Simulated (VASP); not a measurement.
These are PBE GGA, VASP's PBE PAW potentials (set 64) (plane waves; VASP) values and carry that method's errors.

The input files of a VASP run:

POSCAR:
```
InP
1
    0.0000000000     2.8572902809     2.8572902809
    2.8572902809     0.0000000000     2.8572902809
    2.8572902809     2.8572902809    -0.0000000000
In P
1 1
Direct
  0.0000000000   0.0000000000   0.0000000000
  0.2500000000   0.2500000000   0.2500000000
```

**INCAR**
```
# general
SYSTEM =InP
PREC   =Accurate
ENCUT  =500
LREAL  =.False.
LASPH  =.True.

# electronic loop
EDIFF  =1E-6
NELM   =100
ALGO   =Normal
LMAXMIX=4

# smearing
ISMEAR =0
SIGMA  =0.05

# functional
GGA    =PE

# ions
IBRION =2
NSW    =40
ISIF   =3
EDIFFG =-0.02
PSTRESS=100

# output
LWAVE  =.False.
LCHARG =.False.
```

**KPOINTS**
```
K-points
0
gamma
  8 8 8
```

POTCAR, in this order: In_d P (PBE.64 set). Program: vasp_std.

What VASP printed:

File OUTCAR:
```
 ion  position               nearest neighbor table
   1  0.000  0.000  0.000-   2 2.47   2 2.47   2 2.47   2 2.47
   2  0.250  0.250  0.250-   1 2.47   1 2.47   1 2.47   1 2.47
  LATTYP: Found a face centered cubic cell.
 ALAT       =     5.7145805618
 Subroutine PRICEL returns:
 Original cell was already a primitive cell.
 Subroutine GETGRP returns: Found 24 space group operations
The static configuration has the point symmetry T_d .
The dynamic configuration has the point symmetry T_d .
 Subroutine INISYM returns: Found 24 space group operations
 Subroutine IBZKPT returns following result:
 Found     29 irreducible k-points:

 Following reciprocal coordinates:
            Coordinates               Weight
  0.000000  0.000000  0.000000      1.000000
  0.125000  0.000000  0.000000      8.000000
  0.250000  0.000000  0.000000      8.000000
  0.375000  0.000000  0.000000      8.000000
  0.500000  0.000000  0.000000      4.000000
  0.125000  0.125000  0.000000      6.000000
  0.250000  0.125000  0.000000     24.000000
  0.375000  0.125000  0.000000     24.000000
  0.500000  0.125000  0.000000     24.000000
 -0.375000  0.125000  0.000000     24.000000
 -0.250000  0.125000  0.000000     24.000000
 -0.125000  0.125000  0.000000     12.000000
  0.250000  0.250000  0.000000      6.000000
  0.375000  0.250000  0.000000     24.000000
  0.500000  0.250000  0.000000     24.000000
 -0.375000  0.250000  0.000000     24.000000
 -0.250000  0.250000  0.000000     12.000000
  0.375000  0.375000  0.000000      6.000000
  0.500000  0.375000  0.000000     24.000000
 -0.375000  0.375000  0.000000     12.000000
  0.500000  0.500000  0.000000      3.000000
  0.375000  0.250000  0.125000     24.000000
  0.500000  0.250000  0.125000     48.000000
 -0.375000  0.250000  0.125000     24.000000
...
```

### OSZICAR
```
       N       E                     dE             d eps       ncg     rms          rms(c)
DAV:   1     0.117692859144E+03    0.11769E+03   -0.85973E+03   759   0.151E+03
DAV:   2     0.119022874765E+00   -0.11757E+03   -0.11425E+03   774   0.346E+02
DAV:   3    -0.843932622144E+01   -0.85583E+01   -0.84962E+01   969   0.945E+01
DAV:   4    -0.868175301987E+01   -0.24243E+00   -0.24226E+00   897   0.174E+01
DAV:   5    -0.869290830276E+01   -0.11155E-01   -0.11155E-01  1108   0.330E+00    0.644E+00
DAV:   6    -0.826980042231E+01    0.42311E+00   -0.76290E-01  1110   0.173E+01    0.390E+00
DAV:   7    -0.823251216221E+01    0.37288E-01   -0.24579E-01  1012   0.473E+00    0.136E+00
DAV:   8    -0.823226020604E+01    0.25196E-03   -0.22295E-02   971   0.230E+00    0.477E-01
DAV:   9    -0.823285335865E+01   -0.59315E-03   -0.23516E-03   968   0.832E-01    0.216E-01
DAV:  10    -0.823290374463E+01   -0.50386E-04   -0.25880E-04  1121   0.147E-01    0.160E-01
DAV:  11    -0.823294619675E+01   -0.42452E-04   -0.29608E-05   844   0.533E-02    0.473E-02
DAV:  12    -0.823295958208E+01   -0.13385E-04   -0.44973E-05   897   0.126E-01    0.280E-02
DAV:  13    -0.823295974090E+01   -0.15882E-06   -0.21531E-06   774   0.160E-02
   1 F= -.53210192E+01 E0= -.53210192E+01  d E =-.532102E+01
```

### OUTCAR
```
------------------------ aborting loop because EDIFF is reached ----------------------------------------
  FORCE on cell =-STRESS in cart. coord.  units (eV):
  Direction    XX          YY          ZZ          XY          YZ          ZX
  --------------------------------------------------------------------------------------
  Total        2.8938681      2.8938681      2.8938681     -0.0000000      0.0000000      0.0000000
  in kB       99.3793671     99.3793671     99.3793671     -0.0000000      0.0000000      0.0000000
  external PRESSURE =      -0.6206329 kB  Pullay stress =     100.0000000 kB
  volume of cell :       46.65
      direct lattice vectors                 reciprocal lattice vectors
     0.000000000  2.857290281  2.857290281    -0.174990971  0.174990971  0.174990971
     2.857290281  0.000000000  2.857290281     0.174990971 -0.174990971  0.174990971
     2.857290281  2.857290281  0.000000000     0.174990971  0.174990971 -0.174990971
  FREE ENERGIE OF THE ION-ELECTRON SYSTEM (eV)
  ---------------------------------------------------
  free  energy   TOTEN  =        -8.2329597409 eV

  energy  without entropy=       -8.2329597409  energy(sigma->0) =       -8.23295974
  enthalpy is  TOTEN    =        -5.3210191851 eV   P V=        2.9119405558

 reached required accuracy - stopping structural energy minimisation
```
(Selected blocks of OUTCAR.)

### OUTCAR
```
 val. band max:        6.0596529616   @ k =   0.0000   0.0000   0.0000

 cond. band min:       7.1820298444   @ k =   0.0000   0.0000   0.0000


 Fermi energy:         6.2600907805

 k-point     1 :       0.0000    0.0000    0.0000
  band No.  band energies     occupation
      1      -8.3053      2.00000
      2      -8.3053      2.00000
      3      -8.3053      2.00000
      4      -8.1110      2.00000
      5      -8.1110      2.00000
      6      -6.0078      2.00000
      7       6.0597      2.00000
      8       6.0597      2.00000
      9       6.0597      2.00000
     10       7.1820      0.00000
     11      10.1367      0.00000
     12      10.1367      0.00000
     13      10.1367      0.00000

 k-point     2 :       0.1250    0.0000    0.0000
  band No.  band energies     occupation
      1      -8.3321      2.00000
      2      -8.2956      2.00000
      3      -8.2956      2.00000
      4      -8.1110      2.00000
      5      -8.1110      2.00000
      6      -5.8056      2.00000
      7       4.5186      2.00000
      8       5.8475      2.00000
      9       5.8475      2.00000
     10       8.0186      0.00000
     11      10.3637      0.00000
     12      10.4424      0.00000
     13      10.4424      0.00000

 k-point     3 :       0.2500    0.0000    0.0000
  band No.  band energies     occupation
      1      -8.3914      2.00000
      2      -8.2752      2.00000
      3      -8.2752      2.00000
      4      -8.1077      2.00000
      5      -8.1077      2.00000
      6      -5.2408      2.00000
      7       2.4581      2.00000
      8       5.4307      2.00000
      9       5.4307      2.00000
     10       8.0680      0.00000
     11      10.8897      0.00000
     12      10.8897      0.00000
     13      11.5932      0.00000

 k-point     4 :       0.3750    0.0000    0.0000
  band No.  band energies     occupation
      1      -8.4450      2.00000
      2      -8.2600      2.00000
      3      -8.2600      2.00000
...
```

Unless said otherwise, spin-orbit coupling is left out, though it shifts the bands of the heavy elements here.

The compound is InP in the zinc blende structure. It was relaxed first under an external pressure of 10 GPa.
